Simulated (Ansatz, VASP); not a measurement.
# BaCd3Se4 in VASP and in Ansatz

```
Ba Cd Se
1.0
     6.48284    0.00000    0.00000
     0.00000    6.48284    0.00000
     0.00000    0.00000    6.48284
Ba Cd Se
1 3 4
Direct
  0.00000 0.00000 0.00000
  0.00000 0.50000 0.50000
  0.50000 0.50000 0.00000
  0.50000 0.00000 0.50000
  0.72534 0.72534 0.27466
  0.72534 0.27466 0.72534
  0.27466 0.72534 0.72534
  0.27466 0.27466 0.27466
```

Change from the starting cell: species swapped into the Zn3CdSe4 type (P-43m, No. 215).

Alike in both runs: functional PBE; k mesh 2 × 2 × 2; occupations gaussian, width 0.15 eV; no spin polarisation.

Ansatz relaxed the structure, and its values are those at the end. VASP's run is a single point on that final structure, the one shown.

```csv
,VASP,Ansatz
version,VASP 6.6.1,Ansatz 0.2.0
potentials or method,"VASP PAW PBE potentials, release 64 (Ba_sv, Cd, Se)","scalar-relativistic, plane waves, PAW"
plane-wave cutoff (eV),520,420
valence electrons in the cell,70,134
```

|  | VASP | Ansatz | Ansatz less VASP |
| --- | --- | --- | --- |
| gap on the k mesh at the Fermi level (eV) | 0.75 | 0.75 | +0.002 |
| least direct gap on the mesh (eV) | 0.84 | 0.84 | +0.004 |
| pressure (GPa) | 0.2 | -0.1 | -0.30 |
| rms of the force components (eV/Å) | 0.016 | 0.002 | -0.0147 |

The two sets of potentials don't hold the same shells in valence.

Caveats: the k mesh is coarse (spacing up to 0.48 Å⁻¹), so the values aren't converged; spin-orbit coupling is left out, which moves the levels of the heavy elements. A k mesh can miss the band edges.
